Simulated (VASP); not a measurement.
Input:

```yaml
crystal:
  lattice:
    - [0.00000, 3.00867, 3.00867]
    - [3.00867, 0.00000, 3.00867]
    - [3.00867, 3.00867, 0.00000]
  atoms:
    - { symbol: Cd, position: [0.00000, 0.00000, 0.00000] }
    - { symbol: Se, position: [0.25000, 0.25000, 0.25000] }
```

Method: r2SCAN meta-GGA, VASP's PBE PAW potentials (set 64) (plane waves; VASP). Numerical set-up: 520 eV cut-off, 8×8×8 Γ-centred mesh, Gaussian smearing of 0.050 eV, potentials Cd Se.

Problem. Give the stress tensor in GPa (positive for a compressed cell).

Solution. 
```
3.69  0.00  0.00
0.00  3.69  0.00
0.00  0.00  3.69
```
The pressure is its mean diagonal, 3.69 GPa.

The compound is CdSe in the zinc blende structure, whereas wurtzite is the usual form. This cell is one point of a volume scan, at 0.94 of the reference volume.
